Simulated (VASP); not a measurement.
Consider the following.

```xyz
3
Lattice="2.2746 -3.9397 0.0000 2.2746 3.9397 0.0000 0.0000 0.0000 6.0486" Properties=species:S:1:pos:R:3 pbc="T T T"
Te     0.5982     1.0361     4.0324
Te     3.3528     0.0000     0.0000
Te     0.5982    -1.0361     2.0162
```

These are PBE GGA, VASP's PBE PAW potentials (set 64) (plane waves; VASP 6.6.1) values and carry that method's errors. Settings: EDIFF = 1E-2, 400 eV cut-off, 5×5×4 Γ-centred mesh, Gaussian smearing of 0.050 eV, potentials Te.

**Question.** Give the stress tensor in GPa (positive for a compressed cell).

**Answer.** 
```
-0.22   0.00   0.00
 0.00  -0.22   0.00
 0.00   0.00  -1.27
```
The pressure is its mean diagonal, -0.57 GPa.

The compound is Te in the trig structure. The cell was not relaxed at this level. The run is one of a series of settings (EDIFF = 1E-2 against the base run), some of them coarse on purpose.
